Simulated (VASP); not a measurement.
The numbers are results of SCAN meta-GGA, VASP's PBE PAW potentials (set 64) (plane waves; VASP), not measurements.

VASP ran on this input.

**INCAR**
```
SYSTEM = Se
PREC = Accurate
ENCUT = 520
EDIFF = 1E-7
NELM = 100
ALGO = Normal
LREAL = .FALSE.
LASPH = .TRUE.
ISMEAR = -5
METAGGA = SCAN
LMIXTAU = .TRUE.
LMAXMIX = 4
LWAVE = .FALSE.
LCHARG = .FALSE.
LORBIT = 11
NEDOS = 601
ISIF = 2
```

KPOINTS:
```
Automatic mesh
0
Gamma
7 7 5
0 0 0
```

File POSCAR:
```
Se
1
    2.2047339075    -3.8187111305     0.0000000000
    2.2047339075     3.8187111305     0.0000000000
    0.0000000000     0.0000000000     5.0180133321
Se
3
Direct
  0.0000000000   0.2215934788   0.6666670000
  0.7784065212   0.7784065212   0.0000000000
  0.2215934788   0.0000000000   0.3333330000
```

File KPOINTS_OPT:
```
k-points along high-symmetry lines
6
Line-mode
Reciprocal
  0.000000   0.000000   0.000000 ! GAMMA
  0.500000   0.000000   0.000000 ! M

  0.500000   0.000000   0.000000 ! M
  0.333333   0.333333   0.000000 ! K

  0.333333   0.333333   0.000000 ! K
  0.000000   0.000000   0.000000 ! GAMMA

  0.000000   0.000000   0.000000 ! GAMMA
  0.000000   0.000000   0.500000 ! A

  0.000000   0.000000   0.500000 ! A
  0.500000   0.000000   0.500000 ! L

  0.500000   0.000000   0.500000 ! L
  0.333333   0.333333   0.500000 ! H

  0.333333   0.333333   0.500000 ! H
  0.000000   0.000000   0.500000 ! A

  0.500000   0.000000   0.500000 ! L
  0.500000   0.000000   0.000000 ! M

  0.333333   0.333333   0.500000 ! H
  0.333333   0.333333   0.000000 ! K
```

POTCAR, in this order: Se (PBE.64 set). Program: vasp_std.

Estimate the energy per atom (σ→0), band gap (over mesh and band path).

```json
{
  "energy per atom (σ→0)": "-20.084 eV/atom",
  "band gap (over mesh and band path)": "1.21 eV"
}
```

**OSZICAR**
```
...
DAV:  19    -0.602515543845E+02    0.32133E-04   -0.52383E-05   877   0.755E-02    0.937E-03
DAV:  20    -0.602515504743E+02    0.39102E-05   -0.76839E-06   917   0.364E-02    0.173E-03
DAV:  21    -0.602515516277E+02   -0.11535E-05   -0.39259E-06   852   0.293E-02    0.467E-04
DAV:  22    -0.602515523352E+02   -0.70744E-06   -0.20286E-07   751   0.658E-03    0.729E-04
DAV:  23    -0.602515523643E+02   -0.29143E-07   -0.65952E-07   842   0.128E-02
   1 F= -.60251552E+02 E0= -.60251552E+02  d E =0.000000E+00
       N       E                     dE             ncg
       N       E                     dE             ncg
```

The compound is Se in the trig structure. It was relaxed first.
